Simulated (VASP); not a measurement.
Here is the system:

```xyz
2
Lattice="0.0000 2.7251 2.7251 2.7251 0.0000 2.7251 2.7251 2.7251 0.0000" Properties=species:S:1:pos:R:3 pbc="T T T"
Ga     0.0000     0.0000     0.0000
P      1.3626     1.3626     1.3626
```

The numbers are results of PBE GGA, VASP's PBE PAW potentials (set 64) (plane waves; VASP), not measurements. Numerical set-up: 520 eV cut-off, 6×6×6 Γ-centred mesh, Gaussian smearing of 0.050 eV, potentials Ga_d P.

Problem. Give the stress tensor in GPa (positive for a compressed cell).

Solution. 
```
2.47  0.00  0.00
0.00  2.47  0.00
0.00  0.00  2.47
```
The pressure is its mean diagonal, 2.47 GPa.

The compound is GaP in the zinc blende structure. The cell was not relaxed at this level.
